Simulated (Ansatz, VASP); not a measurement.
# Cross-check of SiC (Moissanite) between VASP and Ansatz, part 2 of 2

Aim: how closely do two programs agree when they are given the same cell, functional and k mesh? The structure shown is the end of the Ansatz relaxation below.

VASP 6.6.1 and Ansatz 0.2.0.

So far. Step 3 (VASP: single point, LDA, pair 1): The run ends at a pressure of 3.83 GPa.

## Step 6: VASP: single point, LDA, pair 2

Level of this step: LDA; plane waves and PAW (Si, C) (VASP).

The same cell, functional (in two slightly different forms) and mesh now go to VASP, with its own data sets.

Contents of INCAR:

```
SYSTEM = SiC
PREC = Accurate
ENCUT = 600
EDIFF = 1E-06
NELM = 120
ISMEAR = 0
SIGMA = 0.01
LREAL = .FALSE.
ALGO = Normal
GGA = CA
NBANDS = 14
LORBIT = 11
LWAVE = .FALSE.
LCHARG = .FALSE.
ISIF = 2
LASPH = .TRUE.
GGA_COMPAT = .FALSE.
EFERMI = MIDGAP
```

Contents of POSCAR:

```
SiC
1.0
    3.0257904247      0.0000000000      0.0000000000
   -1.5128952124      2.6204113743      0.0000000000
    0.0000000000      0.0000000000      4.9645178330
Si C
2 2
Direct
    0.3333333333      0.6666666667      0.0046098228
    0.6666666667      0.3333333333      0.5046098228
    0.3333333333      0.6666666667      0.3803901772
    0.6666666667      0.3333333333      0.8803901772
```

Contents of KPOINTS:

```
Automatic mesh
0
Gamma
12 12 6
0 0 0
```

The projector-augmented-wave data sets are Si and C (LDA family, release 64).

Command:

```
> mpirun -np 1 vasp_std
```

Numbers of over 12 decimals in the logs are rounded to 6 here.

The program printed:

```text
[... set-up lines as in an earlier step ...]
 entering main loop
       N       E                     dE             d eps       ncg     rms          rms(c)
DAV:   1     0.317343826907E+02    0.31734E+02   -0.80966E+03  2128   0.116E+03
DAV:   2    -0.345689302899E+02   -0.66303E+02   -0.60247E+02  2944   0.182E+02
DAV:   3    -0.376199917105E+02   -0.30511E+01   -0.30328E+01  2944   0.375E+01
DAV:   4    -0.376491862827E+02   -0.29195E-01   -0.29189E-01  2410   0.449E+00
[...]
DAV:  11    -0.332491166794E+02   -0.38418E-05   -0.13615E-05  2698   0.316E-02    0.206E-02
DAV:  12    -0.332491155175E+02    0.11619E-05   -0.28133E-06  2626   0.106E-02    0.612E-03
DAV:  13    -0.332491151035E+02    0.41405E-06   -0.12912E-06  1526   0.706E-03
   1 F= -.33249115E+02 E0= -.33249115E+02  d E =0.000000E+00
```

From OUTCAR (step 6):

```text
  Total        1.8897403      1.8897403      1.8939124     -0.0000000      0.0000000      0.0000000
  in kB       76.9178797     76.9178797     77.0876975     -0.0000000      0.0000000      0.0000000
  external PRESSURE =      76.9744856 kB  Pullay stress =       0.0000000 kB

 POSITION                                       TOTAL-FORCE (eV/Angst)
 -----------------------------------------------------------------------------------
     -0.00000      1.74694      0.02289        -0.000000     -0.000000     -0.000021
      1.51290      0.87347      2.50514         0.000000      0.000000     -0.000021
     -0.00000      1.74694      1.88845         0.000000     -0.000000      0.000021
      1.51290      0.87347      4.37071        -0.000000      0.000000      0.000021
 -----------------------------------------------------------------------------------
    total drift:                                0.000000      0.000000     -0.000256

  FREE ENERGIE OF THE ION-ELECTRON SYSTEM (eV)
  ---------------------------------------------------
  free  energy   TOTEN  =       -33.2491151035 eV

  energy  without entropy=      -33.2491151035  energy(sigma->0) =      -33.24911510

[... 1 part as in an earlier step ...]

[... 2 further parts left out ...]
[key lines of the parts left out:]
E-fermi :   9.8228
```

The run ends at a pressure of 7.70 GPa.

## Step 7: Side by side

The two programs side by side:

```
              quantity  Ansatz   VASP  difference
        pressure (GPa)    7.46   7.70       -0.24
gap on the k mesh (eV)   2.077  2.062      +0.014
```

A gap on the mesh is an upper bound, since the band edges may lie between its points.

## Step 8: Ansatz: relaxation, LDA

This run makes the geometry at which the two programs are then compared. The cell compared in this pair holds 41.19 Å³, against 39.36 Å³ for the pair before.

The structure compared here is the end of the Ansatz relaxation.

Contents of input.yaml:

```yaml
crystal:
  lattice:
    - [3.0716396179, 0.0, 0.0]
    - [-1.5358198089, 2.6601179404, 0.0]
    - [0.0, 0.0, 5.0409054366]
  atoms:
    - { symbol: Si, position: [0.3333333333, 0.6666666667, 0.0045921277] }
    - { symbol: Si, position: [0.6666666667, 0.3333333333, 0.5045921277] }
    - { symbol: C, position: [0.3333333333, 0.6666666667, 0.3804078723] }
    - { symbol: C, position: [0.6666666667, 0.3333333333, 0.8804078723] }
kpoints:
  mp_grid: { grid: [12, 12, 6] }
hamiltonian:
  xc: lda
  pseudopotentials: { kind: paw, azcp: { folder: soft_1 }, xc_functional: pbe }
scf:
  occupations: { method: fixed }
  lower_state_search: "off"
output:
  forces: true
  stress: true
  eigenvalues: true
relax:
  adjacent_minimum: "off"
  f_tol: 0.001
  max_steps: 60
  cell: { stress_tol: 0.01, fix: [volume] }
```

Command:

```
> ansatz run input.yaml --threads 18 --pin off --max-ram 92160MiB --backend cuda --events-out ev --progress --plain --runs-dir out --max-vram 78GiB
```

The program printed:

```text
[...]
Crystal: 4 atoms, lattice volume = 41.189 Å³
Basis set: ecut = 420 eV, 785 PW (Γ)
Bands: 12, of which v1, the nominal top of the filled ones, is band 8 counted from 1 (7 counted from 0)
Symmetry: 12 space group operations
[...]
k-points: 76 of 864 (time reversal used)
[...]
--- Relaxed structure (4 steps of the walk, 4 accepted, 1 SCFs on fresh bases) ---
[...]
cell:  # Å, volume = 41.1889 Å³
    - [3.071490, -2.886611377892347e-11, 0]
    - [-1.535745, 2.659988, 0]
    - [0, 0, 5.041398]
  atoms:
    - { symbol: Si, position: [0.333333, 0.666667, 0.00458821] }
    - { symbol: Si, position: [0.666667, 0.333333, 0.504588] }
    - { symbol: C, position: [0.333333, 0.666667, 0.380412] }
    - { symbol: C, position: [0.666667, 0.333333, 0.880412] }
[key lines of the parts left out:]
SCF converged after 4 iterations
Free energy (F): -1704.394990 eV
Fermi energy:    9.449687 eV
P = ⅓ Tr σ = -3.3378 GPa (-33.378 kbar)
```

## Step 9: VASP: single point, LDA, pair 3

The same cell, functional (in two slightly different forms) and mesh now go to VASP, with its own data sets.

INCAR is that of step 6.

Contents of POSCAR:

```
SiC
1.0
    3.0714895830      0.0000000000      0.0000000000
   -1.5357447915      2.6599880064      0.0000000000
    0.0000000000      0.0000000000      5.0413979209
Si C
2 2
Direct
    0.3333333333      0.6666666667      0.0045882131
    0.6666666667      0.3333333333      0.5045882131
    0.3333333333      0.6666666667      0.3804117869
    0.6666666667      0.3333333333      0.8804117869
```

KPOINTS is that of step 6.

Command:

```
> mpirun -np 1 vasp_std
```

The program printed:

```text
[... set-up lines as in an earlier step ...]
 entering main loop
       N       E                     dE             d eps       ncg     rms          rms(c)
DAV:   1     0.318410462111E+02    0.31841E+02   -0.80201E+03  2128   0.115E+03
DAV:   2    -0.341956370047E+02   -0.66037E+02   -0.59931E+02  2978   0.183E+02
DAV:   3    -0.373539841130E+02   -0.31583E+01   -0.31420E+01  2944   0.379E+01
DAV:   4    -0.373860252963E+02   -0.32041E-01   -0.32034E-01  2434   0.465E+00
[...]
DAV:  11    -0.332754316916E+02   -0.37722E-05   -0.17321E-05  2686   0.346E-02    0.181E-02
DAV:  12    -0.332754304960E+02    0.11956E-05   -0.30444E-06  2710   0.109E-02    0.676E-03
DAV:  13    -0.332754301488E+02    0.34717E-06   -0.11591E-06  1478   0.663E-03
   1 F= -.33275430E+02 E0= -.33275430E+02  d E =0.000000E+00
```

OUTCAR, selected parts (step 9):

```text
  Total       -0.7977734     -0.7977734     -0.7937770      0.0000000      0.0000000      0.0000000
  in kB      -31.0320476    -31.0320476    -30.8765947      0.0000000      0.0000000      0.0000000
  external PRESSURE =     -30.9802300 kB  Pullay stress =       0.0000000 kB

 POSITION                                       TOTAL-FORCE (eV/Angst)
 -----------------------------------------------------------------------------------
     -0.00000      1.77333      0.02313         0.000000     -0.000000      0.000177
      1.53574      0.88666      2.54383        -0.000000      0.000000      0.000177
     -0.00000      1.77333      1.91781        -0.000000      0.000000     -0.000177
      1.53574      0.88666      4.43851         0.000000     -0.000000     -0.000177
 -----------------------------------------------------------------------------------
    total drift:                               -0.000000      0.000000     -0.000312

  FREE ENERGIE OF THE ION-ELECTRON SYSTEM (eV)
  ---------------------------------------------------
  free  energy   TOTEN  =       -33.2754301488 eV

  energy  without entropy=      -33.2754301488  energy(sigma->0) =      -33.27543015

[... 1 part as in an earlier step ...]

[... 2 further parts left out ...]
[key lines of the parts left out:]
E-fermi :   9.3315
```

The run ends at a pressure of -3.10 GPa, with forces up to 1.8e-4 eV/Å.

## Step 10: Differences

The two programs side by side:

| quantity | Ansatz | VASP | difference |
| --- | --- | --- | --- |
| pressure (GPa) | -3.34 | -3.10 | -0.24 |
| gap on the k mesh (eV) | 2.157 | 2.143 | +0.014 |

A gap on the mesh is an upper bound, since the band edges may lie between its points.

## Step 11: What came out

- difference in gap on the k mesh (single point, LDA, pair 1): 0.015 eV
- difference in gap on the k mesh (single point, LDA, pair 2): 0.014 eV
- difference in gap on the k mesh (single point, LDA, pair 3): 0.014 eV

What this shows: The difference in gap on the k mesh is 0.015 eV (single point, LDA, pair 1), within the 0.08 eV picked in this series as the mark of a large difference. 2 further runs of this series are not shown here. Such differences can come from data sets, numerical settings and the points named under the comparisons, not from the functional's error against experiment.

[Lines on the potential files, build, host, timing and source positions are cut from VASP's logs without a mark.]

[Logs are printed without paths, hosts, clocks, repeated set-up lines and the standing remarks that a program may print on its own settings, such as how far it seeks lower states.]

[Hosts, paths, dates, database ids (printed as entryN), source tags and the programs' standing remarks are cut or masked in the printed files.]
